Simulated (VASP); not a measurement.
Computed with LDA (Ceperley-Alder, Perdew-Zunger), VASP's LDA PAW potentials (set 64) (plane waves; VASP 6.6.1).

VASP ran on this input.

**POSCAR**
```
MgI2
13.3697070
  0.1523746989  -0.2639206902   0.0000000000
  0.1523746989   0.2639206902   0.0000000000
  0.0000000000   0.0000000000   0.4999999866
Mg I
1 2
Cart
  0.0000000000   0.0000000000   0.4999999866
  0.1523746989   0.0879737394   0.1237252876
  0.1523746989  -0.0879737394   0.3762746989
```

File KPOINTS:
```
k-points along high-symmetry lines
10
Line-mode
Reciprocal
  0.000000   0.000000   0.000000 ! GAMMA
  0.500000   0.000000   0.000000 ! M

  0.500000   0.000000   0.000000 ! M
  0.333333   0.333333   0.000000 ! K

  0.333333   0.333333   0.000000 ! K
  0.000000   0.000000   0.000000 ! GAMMA

  0.000000   0.000000   0.000000 ! GAMMA
  0.000000   0.000000   0.500000 ! A

  0.000000   0.000000   0.500000 ! A
  0.500000   0.000000   0.500000 ! L

  0.500000   0.000000   0.500000 ! L
  0.333333   0.333333   0.500000 ! H

  0.333333   0.333333   0.500000 ! H
  0.000000   0.000000   0.500000 ! A

  0.500000   0.000000   0.500000 ! L
  0.500000   0.000000   0.000000 ! M

  0.333333   0.333333   0.500000 ! H
  0.333333   0.333333   0.000000 ! K
```

**INCAR**
```
# general
SYSTEM  = MgI2
PREC    = Accurate
ENCUT   = 520
LREAL   = .FALSE.
LASPH   = .TRUE.
ICHARG  = 11

# electronic loop
EDIFF   = 1E-7
NELM    = 100
ALGO    = Normal
LMAXMIX = 4

# smearing
ISMEAR  = 0
SIGMA   = 0.05

# output
LWAVE   = .FALSE.
LCHARG  = .FALSE.
LORBIT  = 11
```

POTCAR, in this order: Mg I (LDA.64 set). Program: vasp_std. Read from the step before: CHGCAR.

The run wrote:

File OUTCAR:
```
 ion  position               nearest neighbor table
   1  0.000  0.000  0.000-   2 2.88   3 2.88   3 2.88   2 2.88   3 2.88   2 2.88
   2  0.333  0.667  0.247-   1 2.88   1 2.88   1 2.88
   3  0.667  0.333  0.753-   1 2.88   1 2.88   1 2.88
  LATTYP: Found a hexagonal cell.
 ALAT       =     4.0744098095
 C/A-ratio  =     1.6406924274
 Subroutine PRICEL returns:
 Original cell was already a primitive cell.
 Subroutine GETGRP returns: Found 12 space group operations
The static configuration has the point symmetry D_3d.
The dynamic configuration has the point symmetry D_3d.
 Subroutine INISYM returns: Found 12 space group operations
   k-points           NKPTS =     90   k-points in BZ     NKDIM =     90   number of bands    NBANDS=     12
   number of dos      NEDOS =    301   number of ions     NIONS =      3
   total plane-waves  NPLWV =  45000
   dimension x,y,z NGX =    30 NGY =   30 NGZ =   50
   dimension x,y,z NGXF=    60 NGYF=   60 NGZF=  100
   ions per type =               1   2
   PREC   = accura    normal or accurate (medium, high low for compatibility)
   ISTART =      0    job   : 0-new  1-cont  2-samecut
   ICHARG =     11    charge: 1-file 2-atom 10-const
   ISPIN  =      1    spin polarized calculation?
   LNONCOLLINEAR =      F non collinear calculations
   LSORBIT =      F    spin-orbit coupling
   INIWAV =      1    electr: 0-lowe 1-rand  2-diag
   ENCUT  =  520.0 eV  38.22 Ry    6.18 a.u.   7.58  7.58 12.43*2*pi/ulx,y,z
   NELM   =    100;   NELMIN=  2; NELMDL= -5     # of ELM steps
   EDIFF  = 0.1E-06   stopping-criterion for ELM
   LREAL  =      F    real-space projection
   NLSPLINE    = F    spline interpolate recip. space projectors
   LMAXMIX     =    4 max onsite mixed and CHGCAR
   VOSKOWN=      0    Vosko Wilk Nusair interpolation
   EDIFFG = 0.1E-05   stopping-criterion for IOM
   NSW    =      0    number of steps for IOM
   NBLOCK =      1;   KBLOCK =      1    inner block; outer block
   IBRION =     -1    ionic relax: 0-MD 1-quasi-New 2-CG
   NFREE  =      0    steps in history (QN), initial steepest desc. (CG)
   ISIF   =      2    stress and relaxation
   ISYM   =      2    0-nonsym 1-usesym 2-fastsym
...
```

**OSZICAR**
```
       N       E                     dE             d eps       ncg     rms          rms(c)
DAV:   1     0.769707485543E+02    0.76971E+02   -0.60050E+03  2160   0.105E+03
DAV:   2    -0.238364562682E+01   -0.79354E+02   -0.72935E+02  3004   0.152E+02
DAV:   3    -0.828178207660E+01   -0.58981E+01   -0.58670E+01  2700   0.483E+01
DAV:   4    -0.839188693806E+01   -0.11010E+00   -0.11007E+00  2828   0.815E+00
DAV:   5    -0.839379204020E+01   -0.19051E-02   -0.19050E-02  2680   0.105E+00
DAV:   6    -0.839386928342E+01   -0.77243E-04   -0.77242E-04  3064   0.176E-01
DAV:   7    -0.839387144291E+01   -0.21595E-05   -0.21595E-05  2708   0.226E-02
DAV:   8    -0.839387156325E+01   -0.12033E-06   -0.12034E-06  2204   0.428E-03
DAV:   9    -0.839387156893E+01   -0.56800E-08   -0.56812E-08  1956   0.989E-04
   1 F= -.83938716E+01 E0= -.83938716E+01  d E =-.311112E-13
```

OUTCAR:
```
 val. band max:        2.8392161139   @ k =   0.0000   0.0000   0.0000

 cond. band min:       6.1487721593   @ k =   0.5000   0.0000   0.3333



 k-point     1 :       0.0000    0.0000    0.0000
  band No.  band energies     occupation
      1      -9.6072      2.00000
      2      -8.7737      2.00000
      3      -1.1383      2.00000
      4       2.2954      2.00000
      5       2.2954      2.00000
      6       2.7338      2.00000
      7       2.7338      2.00000
      8       2.8392      2.00000
      9       6.4440      0.00000
     10       7.4116      0.00000
     11       9.4603      0.00000
     12       9.4603      0.00000

 k-point     2 :       0.0556    0.0000    0.0000
  band No.  band energies     occupation
      1      -9.5887      2.00000
      2      -8.7637      2.00000
      3      -1.1122      2.00000
      4       2.1382      2.00000
      5       2.2450      2.00000
      6       2.5840      2.00000
      7       2.7330      2.00000
      8       2.8264      2.00000
      9       6.6168      0.00000
     10       7.5658      0.00000
     11       9.2317      0.00000
     12       9.5165      0.00000

 k-point     3 :       0.1111    0.0000    0.0000
  band No.  band energies     occupation
      1      -9.5339      2.00000
      2      -8.7348      2.00000
      3      -1.0353      2.00000
      4       1.7276      2.00000
      5       2.1168      2.00000
      6       2.2169      2.00000
      7       2.7166      2.00000
      8       2.7856      2.00000
      9       7.0220      0.00000
     10       7.9216      0.00000
     11       8.8896      0.00000
     12       9.6649      0.00000

 k-point     4 :       0.1667    0.0000    0.0000
  band No.  band energies     occupation
      1      -9.4463      2.00000
      2      -8.6911      2.00000
      3      -0.9129      2.00000
      4       1.1900      2.00000
      5       1.7580      2.00000
      6       1.9494      2.00000
      7       2.6706      2.00000
...
```

The density is held fixed in this step, so its total energy and stress have no physical meaning. Unless said otherwise, spin-orbit coupling is left out, though it shifts the bands of the heavy elements here.

The compound is MgI2 in the 1T layered structure. It was relaxed first, which changed the volume by -6 %.
